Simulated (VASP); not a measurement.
# Lattice of Sn (Tin-alpha), functional by functional, part 2 of 2

How much does the relaxed cell of Sn (Tin-alpha) depend on the functional? The starting structure is a measured crystal structure from the Crystallography Open Database. The first relaxation on each setting starts from this cell expanded by 3 % in volume.

VASP 6.6.1.

Results so far: PBEsol 34.96 Å³ an atom; LDA 33.94 Å³ an atom; PBE 36.84 Å³ an atom; PBEsol + D3(BJ) 33.83 Å³ an atom.

## (6) Relaxation with r2SCAN

Level of this step: r2SCAN; plane waves and PAW (Sn_d) (VASP).

r2SCAN adds the kinetic-energy density, costs more than a GGA and is run with LASPH.

INCAR reads:

```
SYSTEM = Sn
PREC = Accurate
ENCUT = 450
EDIFF = 1E-06
NELM = 100
ISMEAR = 1
SIGMA = 0.15
LREAL = .FALSE.
ALGO = Normal
METAGGA = R2SCAN
LASPH = .TRUE.
NBANDS = 20
LORBIT = 11
LWAVE = .FALSE.
LCHARG = .FALSE.
KPAR = 4
IBRION = 2
NSW = 50
ISIF = 3
EDIFFG = -0.006
```

POSCAR reads:

```
Sn
1.0
    0.0000000000      3.2777367435      3.2777367435
    3.2777367435      0.0000000000      3.2777367435
    3.2777367435      3.2777367435      0.0000000000
Sn
2
Direct
    0.7500000000      0.7500000000      0.7500000000
    0.5000000000      0.5000000000      0.5000000000
```

KPOINTS reads:

```
Automatic mesh
0
Gamma
12 12 12
0 0 0
```

Potentials, in the order of the species: Sn_d (PBE family, release 64).

Started as:

```console
mpirun -np 4 vasp_std
```

Log:

```text
[banner, memory and clock lines left out]
running    4 mpi-ranks, on    1 nodes
[...]
[... a notice as in an earlier step ...]

 LDA part: xc-table for (None), standard interpolation
 POSCAR, INCAR and KPOINTS ok, starting setup
[...]
entering main loop
       N       E                     dE             d eps       ncg     rms          rms(c)
DAV:   1     0.173379408302E+03    0.17338E+03   -0.14329E+04  2900   0.190E+03
DAV:   2    -0.306999983911E+02   -0.20408E+03   -0.20096E+03  2888   0.430E+02
DAV:   3    -0.529733872532E+02   -0.22273E+02   -0.22135E+02  3348   0.142E+02
DAV:   4    -0.536887770165E+02   -0.71539E+00   -0.71501E+00  3244   0.288E+01
[...]
DAV:  10    -0.494943002272E+02   -0.26728E-04   -0.12587E-04  3464   0.110E-01    0.175E-02
DAV:  11    -0.494942958346E+02    0.43926E-05   -0.11201E-04  3944   0.148E-01    0.157E-02
DAV:  12    -0.494942954869E+02    0.34764E-06   -0.32722E-06  2692   0.181E-02
   1 F= -.49494295E+02 E0= -.49494361E+02  d E =-.494943E+02
[... from here on, the cycles between the ionic steps are left out ...]
   2 F= -.49494539E+02 E0= -.49494597E+02  d E =-.243160E-03
   3 F= -.49494062E+02 E0= -.49494094E+02  d E =0.233529E-03
   4 F= -.49494588E+02 E0= -.49494640E+02  d E =-.292313E-03
[...]
reached required accuracy - stopping structural energy minimisation
```

Run time: 4 min. Hardware: 4 MPI ranks of Intel Xeon Platinum 8259CL at 2.50GHz (Skylake/Cascade Lake), shared host; peak memory 0.9 GiB; 14 min of CPU time.

From OUTCAR (step 6):

```text
  Total       -0.0039323     -0.0039323     -0.0039323     -0.0000000      0.0000000     -0.0000000
  in kB       -0.0889589     -0.0889589     -0.0889589     -0.0000000      0.0000000     -0.0000000
  external PRESSURE =      -0.0889589 kB  Pullay stress =       0.0000000 kB

 POSITION                                       TOTAL-FORCE (eV/Angst)
 -----------------------------------------------------------------------------------
      4.92574      4.92574      4.92574         0.000000     -0.000000     -0.000000
      3.28382      3.28382      3.28382        -0.000000      0.000000      0.000000
 -----------------------------------------------------------------------------------
    total drift:                               -0.000000     -0.000000      0.000000

  FREE ENERGIE OF THE ION-ELECTRON SYSTEM (eV)
  ---------------------------------------------------
  free  energy   TOTEN  =       -49.4945877999 eV

  energy  without entropy=      -49.4947447018  energy(sigma->0) =      -49.49464010

[... 2 parts as in an earlier step ...]

[... 2 further parts left out ...]
[key lines of the parts left out:]
E-fermi :   5.1935
```

With r2SCAN the relaxed cell holds 35.411 Å³ an atom, +3.57 % against the measured cell, with a = 6.568 Å. That is +1.28 % from PBEsol.

## (7) Relaxation with r2SCAN + rVV10

rVV10 adds a nonlocal correlation energy for dispersion.

Changes to INCAR since step 6:

```diff
@@ -10,2 +10,6 @@
 METAGGA = R2SCAN
+LUSE_VDW = .TRUE.
+IVDW_NL = 2
+BPARAM = 11.95
+CPARAM = 0.0093
 LASPH = .TRUE.
```

POSCAR is that of step 6.

KPOINTS is that of step 6.

Started as:

```console
mpirun -np 4 vasp_std
```

Log:

```text
[banner, memory and clock lines left out]
running    4 mpi-ranks, on    1 nodes
[...]
|                                                                             |
|               ----> ADVICE to this user running VASP <----                  |
|                                                                             |
|     You have switched on vdW-DFT.                                           |
|     This routine was written and supplied by Jiri Klimes. We recommend      |
|     that you carefully read and cite the following publications:            |
|       J. Klimes, D.R. Bowler, A. Michelides                                 |
|          J. Phys.: Cond Matt. 22 022201 (2010)                              |
|       J. Klimes, D.R. Bowler, A. Michelides                                 |
|          Phys. Rev. B. 83, 195131 (2011)                                    |
|     and references therein.                                                 |
|                                                                             |

[...]
DAV:   6    -0.486811384807E+02    0.32965E-05   -0.55983E-06  2528   0.222E-02    0.930E-03
Total rVV10 correction in eV:      0.8107800    29.2755585
Total rVV10 correction in eV:      0.8107800    29.2755585
Total rVV10 correction in eV:      0.8107800    29.2755585
Total rVV10 correction in eV:      0.8107800    29.2755585
DAV:   7    -0.486811335447E+02    0.49359E-05   -0.10817E-06  2472   0.695E-03    0.103E-03
Total rVV10 correction in eV:      0.8107877    29.2755585
Total rVV10 correction in eV:      0.8107877    29.2755585
Total rVV10 correction in eV:      0.8107877    29.2755585
Total rVV10 correction in eV:      0.8107877    29.2755585
DAV:   8    -0.486811330672E+02    0.47756E-06   -0.16218E-07  1528   0.541E-03
Total rVV10 correction in eV:      0.8107875    29.2755585
Total rVV10 correction in eV:      0.8107875    29.2755585
Total rVV10 correction in eV:      0.8107875    29.2755585
Total rVV10 correction in eV:      0.8107875    29.2755585
Total rVV10 correction in eV:      0.8107851    29.2755585
Total rVV10 correction in eV:      0.8107851    29.2755585
Total rVV10 correction in eV:      0.8107851    29.2755585
Total rVV10 correction in eV:      0.8107851    29.2755585
   3 F= -.48681133E+02 E0= -.48681192E+02  d E =-.679877E-03
[...]
reached required accuracy - stopping structural energy minimisation
```

Run time: 5.6 min. Hardware: 4 MPI ranks; peak memory 1.4 GiB.

OUTCAR, selected parts (step 7):

```text
  Total       -0.0050531     -0.0050531     -0.0050531      0.0000000      0.0000000     -0.0000000
  in kB       -0.1158325     -0.1158325     -0.1158325      0.0000000      0.0000000     -0.0000000
  external PRESSURE =      -0.1158325 kB  Pullay stress =       0.0000000 kB

 POSITION                                       TOTAL-FORCE (eV/Angst)
 -----------------------------------------------------------------------------------
      4.90413      4.90413      4.90413         0.000000      0.000000      0.000000
      3.26942      3.26942      3.26942        -0.000000     -0.000000     -0.000000
 -----------------------------------------------------------------------------------
    total drift:                               -0.000000     -0.000000      0.000000

  FREE ENERGIE OF THE ION-ELECTRON SYSTEM (eV)
  ---------------------------------------------------
  free  energy   TOTEN  =       -48.6811330672 eV

  energy  without entropy=      -48.6813087712  energy(sigma->0) =      -48.68119164

[... 2 parts as in an earlier step ...]

[... 2 further parts left out ...]
[key lines of the parts left out:]
E-fermi :   5.3132
```

With r2SCAN + rVV10 the relaxed cell holds 34.947 Å³ an atom, +2.22 % against the measured cell, with a = 6.539 Å. That is -0.05 % from PBEsol.

## (8) Relaxation with vdW-DF-cx

vdW-DF-cx takes its exchange from the same plasmon model as its correlation.

Changes to INCAR since step 7:

```diff
@@ -9,7 +9,5 @@
 ALGO = Normal
-METAGGA = R2SCAN
+GGA = CX
+AGGAC = 0
 LUSE_VDW = .TRUE.
-IVDW_NL = 2
-BPARAM = 11.95
-CPARAM = 0.0093
 LASPH = .TRUE.
```

POSCAR is that of step 7.

KPOINTS is that of step 7.

Started as:

```console
mpirun -np 4 vasp_std
```

Log:

```text
[banner, memory and clock lines left out]
running    4 mpi-ranks, on    1 nodes
[...]
[... a notice as in an earlier step ...]

 [... a notice as in an earlier step ...]

 LDA part: xc-table for (Slater+PW92), standard interpolation
 POSCAR, INCAR and KPOINTS ok, starting setup
[...]
entering main loop
       N       E                     dE             d eps       ncg     rms          rms(c)
DAV:   1     0.219976406182E+03    0.21998E+03   -0.13976E+04  2900   0.186E+03
DAV:   2     0.206526151675E+02   -0.19932E+03   -0.19628E+03  2888   0.421E+02
DAV:   3    -0.850532574983E+00   -0.21503E+02   -0.21366E+02  3356   0.138E+02
DAV:   4    -0.152585263518E+01   -0.67532E+00   -0.67486E+00  3244   0.277E+01
[...]
DAV:  10    -0.147810628228E+01   -0.29687E-04   -0.42178E-05  3356   0.510E-02    0.565E-03
DAV:  11    -0.147811131843E+01   -0.50362E-05   -0.79603E-06  2440   0.175E-02    0.678E-04
DAV:  12    -0.147811131131E+01    0.71213E-08   -0.31383E-07  2416   0.711E-03
   1 F= -.14781113E+01 E0= -.14779293E+01  d E =-.147811E+01
[...]
reached required accuracy - stopping structural energy minimisation
```

The job ended after 92 s (4 MPI ranks; peak memory 1.6 GiB; 5.4 min of CPU time).

From OUTCAR (step 8):

```text
  Total       -0.0066849     -0.0066849     -0.0066849      0.0000000      0.0000000     -0.0000000
  in kB       -0.1520742     -0.1520742     -0.1520742      0.0000000      0.0000000     -0.0000000
  external PRESSURE =      -0.1520742 kB  Pullay stress =       0.0000000 kB

 POSITION                                       TOTAL-FORCE (eV/Angst)
 -----------------------------------------------------------------------------------
      4.91661      4.91661      4.91661        -0.000000      0.000000     -0.000000
      3.27774      3.27774      3.27774         0.000000     -0.000000      0.000000
 -----------------------------------------------------------------------------------
    total drift:                               -0.000000     -0.000000      0.000000

  FREE ENERGIE OF THE ION-ELECTRON SYSTEM (eV)
  ---------------------------------------------------
  free  energy   TOTEN  =        -1.4781113113 eV

  energy  without entropy=       -1.4775653960  energy(sigma->0) =       -1.47792934

[... 2 parts as in an earlier step ...]

[... 2 further parts left out ...]
[key lines of the parts left out:]
E-fermi :   5.1744
```

With vdW-DF-cx the relaxed cell holds 35.215 Å³ an atom, +3.00 % against the measured cell, where it started, since the stress there already met the criterion, with a = 6.555 Å. That is +0.71 % from PBEsol.

## (9) Relaxation with SCAN

SCAN adds the kinetic-energy density; it is numerically more delicate than r2SCAN.

Changes to INCAR since step 8:

```diff
@@ -9,5 +9,3 @@
 ALGO = Normal
-GGA = CX
-AGGAC = 0
-LUSE_VDW = .TRUE.
+METAGGA = SCAN
 LASPH = .TRUE.
```

POSCAR is that of step 8.

KPOINTS is that of step 8.

Started as:

```console
mpirun -np 4 vasp_std
```

Log:

```text
[... set-up lines as in an earlier step ...]
 entering main loop
       N       E                     dE             d eps       ncg     rms          rms(c)
DAV:   1     0.155877628547E+03    0.15588E+03   -0.14287E+04  2904   0.190E+03
DAV:   2    -0.523953862655E+02   -0.20827E+03   -0.20509E+03  2888   0.432E+02
DAV:   3    -0.747439373826E+02   -0.22349E+02   -0.22203E+02  3348   0.143E+02
DAV:   4    -0.754567517506E+02   -0.71281E+00   -0.71238E+00  3248   0.292E+01
[...]
DAV:  17    -0.717765150675E+02   -0.54595E-05   -0.52467E-07  1572   0.812E-03    0.376E-04
DAV:  18    -0.717765170663E+02   -0.19988E-05   -0.14665E-07  1548   0.480E-03    0.363E-04
DAV:  19    -0.717765177956E+02   -0.72924E-06   -0.57068E-08  1528   0.316E-03
   1 F= -.71776518E+02 E0= -.71776368E+02  d E =-.717765E+02
[...]
N       E                     dE             d eps       ncg     rms          rms(c)
DAV:   1    -0.717770360056E+02   -0.51894E-03   -0.10010E-02  3260   0.163E+00    0.110E-01
DAV:   2    -0.717765120456E+02    0.52396E-03   -0.98969E-04  3096   0.459E-01    0.521E-02
DAV:   3    -0.717763017018E+02    0.21034E-03   -0.23984E-04  3760   0.230E-01    0.983E-03
DAV:   4    -0.717763500795E+02   -0.48378E-04   -0.14113E-05  2940   0.368E-02    0.528E-03
[...]
DAV:   8    -0.717764488984E+02    0.88091E-05   -0.15024E-07  1512   0.426E-03    0.259E-04
DAV:   9    -0.717764515364E+02   -0.26379E-05   -0.49428E-08  1496   0.268E-03    0.895E-05
DAV:  10    -0.717764509378E+02    0.59853E-06   -0.19794E-08  1484   0.130E-03
   2 F= -.71776451E+02 E0= -.71776304E+02  d E =0.668577E-04
 trial-energy change:    0.000067  1 .order   -0.000006   -0.000020    0.000008
 step:   0.7295(harm=  0.7295)  dis= 0.00000  next Energy=   -71.776525 (dE=-0.738E-05)
 reached required accuracy - stopping structural energy minimisation
```

It took 2.7 min on 4 MPI ranks; peak memory 0.88 GiB.

From OUTCAR (step 9):

```text
  Total       -0.0062028     -0.0062028     -0.0062028     -0.0000000      0.0000000      0.0000000
  in kB       -0.1409352     -0.1409352     -0.1409352     -0.0000000      0.0000000      0.0000000
  external PRESSURE =      -0.1409352 kB  Pullay stress =       0.0000000 kB

 POSITION                                       TOTAL-FORCE (eV/Angst)
 -----------------------------------------------------------------------------------
      4.91859      4.91859      4.91859        -0.000000     -0.000000      0.000000
      3.27906      3.27906      3.27906         0.000000      0.000000     -0.000000
 -----------------------------------------------------------------------------------
    total drift:                               -0.000000     -0.000000      0.000000

  FREE ENERGIE OF THE ION-ELECTRON SYSTEM (eV)
  ---------------------------------------------------
  free  energy   TOTEN  =       -71.7764509378 eV

  energy  without entropy=      -71.7760098959  energy(sigma->0) =      -71.77630392

[... 2 parts as in an earlier step ...]

[... 2 further parts left out ...]
[key lines of the parts left out:]
E-fermi :   5.0926
```

With SCAN the relaxed cell holds 35.257 Å³ an atom, +3.12 % against the measured cell, with a = 6.558 Å. That is +0.84 % from PBEsol.

## (10) The runs compared

| level | volume (Å³/atom) | against the measured cell (%) | a (Å) | pressure left (GPa) | core minutes |
| --- | --- | --- | --- | --- | --- |
| PBEsol | 34.965 | 2.27 | 6.5399 | -0.01 | 3.2 |
| LDA | 33.942 | -0.72 | 6.4755 | 0.01 | 4.09 |
| PBE | 36.844 | 7.76 | 6.655 | 0.01 | 6.47 |
| PBEsol + D3(BJ) | 33.833 | -1.04 | 6.4686 | 0.02 | 3.13 |
| r2SCAN | 35.411 | 3.57 | 6.5676 | -0.01 | 16.1 |
| r2SCAN + rVV10 | 34.947 | 2.22 | 6.5388 | -0.01 | 22.5 |
| vdW-DF-cx | 35.215 | 3.0 | 6.5555 | -0.02 | 6.13 |
| SCAN | 35.257 | 3.12 | 6.5581 | -0.01 | 10.8 |

Core minutes are wall time times ranks, summed over the relaxations behind a row (those for a bulk modulus apart), on shared hosts.

## (11) What came out

```yaml
volume_pbesol: 34.96 Å³/atom
volume_lda: 33.94 Å³/atom
volume_pbe: 36.84 Å³/atom
volume_pbesol_d3_bj: 33.83 Å³/atom
volume_r2scan: 35.41 Å³/atom
volume_r2scan_rvv10: 34.95 Å³/atom
volume_vdw_df_cx: 35.21 Å³/atom
volume_scan: 35.26 Å³/atom
```

Across 8 levels the volume of Sn (Tin-alpha) spans 8.9 %, from 33.83 Å³ an atom (PBEsol + D3(BJ)) to 36.84 Å³ (PBE). Against the measured volume of the starting structure, LDA comes nearest (-0.7 %) and PBE lies farthest (+7.8 %). The measured cell holds zero-point expansion and, unless it was taken cold, thermal expansion, which the runs lack, so small differences decide nothing. Adding D3(BJ) to PBEsol changes the volume by -3.2 %. Adding rVV10 to r2SCAN changes the volume by -1.3 %. LASPH is on in some of these runs and off in others, which adds a little to the differences. All runs keep the symmetry of the start, so they can't find a distortion of lower symmetry. Further runs on this material are not shown.

[Lines on the potential files, build, host, timing and source positions are cut from VASP's logs without a mark.]

[Logs are printed without paths, hosts, clocks, repeated set-up lines and the standing remarks that a program may print on its own settings, such as how far it seeks lower states.]

[Hosts, paths, dates, database ids (printed as entryN), source tags and the programs' standing remarks are cut or masked in the printed files.]
